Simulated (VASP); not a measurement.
```
OsGe2
1.0
    0.00000     3.08251     3.08251
    3.08251     0.00000     3.08251
    3.08251     3.08251     0.00000
Os Ge
1 2
Direct
  0.00000   0.00000   0.00000
  0.25000   0.25000   0.25000
  0.75000   0.75000   0.75000
```

The base run (VASP): PBE GGA, plane waves, VASP's PBE PAW potentials (set 64). Run with 400 eV cut-off, 8×8×8 Γ-centred mesh, first-order Methfessel-Paxton smearing of 0.10 eV, potentials Os Ge_d.

One setting is varied; ΔE counts from the most expensive setting. The base run took about 40 core-seconds. The timings are rough (shared machines, no repeats); factors under 2 mean little.

Pressures at a finite cut-off, here 400 eV, hold a Pulay part, which wasn't tested here.

```json
[
 {"setting": "KPOINTS 1×1×1 Γ-centred mesh", "cost over the base run": "about 1/5", "electronic steps": "13", "ΔE (meV/atom)": "2750.2", "pressure (GPa)": "15.34"},
 {"setting": "KPOINTS 4×4×4 Γ-centred mesh", "cost over the base run": "about 1/2", "electronic steps": "14", "ΔE (meV/atom)": "51.2", "pressure (GPa)": "-9.62"},
 {"setting": "KPOINTS 7×7×7 Γ-centred mesh", "cost over the base run": "within a factor of 2", "electronic steps": "12", "ΔE (meV/atom)": "7.5", "pressure (GPa)": "-10.76"},
 {"setting": "base run", "cost over the base run": "reference", "electronic steps": "14", "ΔE (meV/atom)": "2.5", "pressure (GPa)": "-10.91"},
 {"setting": "KPOINTS 10×10×10 Γ-centred mesh", "cost over the base run": "within a factor of 2", "electronic steps": "12", "ΔE (meV/atom)": "-1.4", "pressure (GPa)": "-11.22"},
 {"setting": "KPOINTS 12×12×12 Γ-centred mesh", "cost over the base run": "within a factor of 2", "electronic steps": "12", "ΔE (meV/atom)": "0.2", "pressure (GPa)": "-11.00"},
 {"setting": "KPOINTS 14×14×14 Γ-centred mesh", "cost over the base run": "about 3 times", "electronic steps": "12", "ΔE (meV/atom)": "0.0", "pressure (GPa)": "-10.92"}
]
```

Left out are runs that failed, have no time on record or changed the cell.

The structure was generated: Ge2Os was put into the fluorite type (Fm-3m), which need not be its known phase. The cell was not relaxed at this level.
